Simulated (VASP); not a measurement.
Given:

```
CELL_PARAMETERS angstrom
      1.87986    -3.25601     0.00000
      1.87986     3.25601     0.00000
      0.00000     0.00000     6.06087
ATOMIC_POSITIONS crystal
  Pt 0.00000 0.00000 0.00000
  Se 0.33333 0.66667 0.21486
  Se 0.66667 0.33333 0.78514
```

The numbers are results of PBE GGA, VASP's PBE PAW potentials (set 64) (plane waves; VASP), not measurements. Run with 480 eV cut-off, 6×6×4 Γ-centred mesh, Gaussian smearing of 0.050 eV, potentials Pt Se.

Energy and stress use the plane-wave basis of the starting cell. Without a dispersion term in the relaxation, distances and binding between the weakly bound layers, chains or molecules are unreliable, and so is what depends on them.

Task: The ions, cell shape and volume at an external pressure of 2.0 GPa are relaxed. Predict the relaxed structure.

Result: 
```
CELL_PARAMETERS angstrom
      1.88864    -3.27122     0.00000
      1.88864     3.27122     0.00000
      0.00000     0.00000     4.98290
ATOMIC_POSITIONS crystal
  Pt 0.00000 0.00000 0.00000
  Se 0.33333 0.66667 0.25862
  Se 0.66667 0.33333 0.74138
```
Space group P-3m1 (164), at a tolerance of 0.03 Å.

Task: How do energy and volume change from the first to the last step?

Result: The energy (σ→0) changes by +19.5 meV/atom and the volume by -17.0 %, in 25 ionic steps.

The compound is PtSe2 in the 1T layered structure. This run relaxes it under an external pressure of 2 GPa. Symmetry was kept, so distortions that lower it aren't found. The k-mesh is coarse (spacing up to 0.32 per Å, 2π included), so the numbers may not be converged in it.
